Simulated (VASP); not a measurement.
Here is the system:

```xyz
4
Lattice="2.3037 -3.9902 0.0000 2.3037 3.9902 0.0000 0.0000 0.0000 7.4957" Properties=species:S:1:pos:R:3 pbc="T T T"
Mg     2.3037    -1.3301     3.7464
Mg     2.3037     1.3301     7.4943
Te     2.3037    -1.3301     6.5677
Te     2.3037     1.3301     2.8198
```

Calculation: PBEsol GGA, VASP's PBE PAW potentials (set 64) (plane waves; VASP). Settings: 520 eV cut-off, 7×7×4 Γ-centred mesh, Gaussian smearing of 0.050 eV, potentials Mg Te.

Problem. Predict the energy per atom (σ→0), pressure.

Solution. 
```
Quantity                       Result
---------------------  --------------
energy per atom (σ→0)  -3.445 eV/atom
pressure                   -10.5 kbar
```

The compound is MgTe in the wurtzite structure. This cell is one point of a volume scan, at 1.03 of the reference volume.
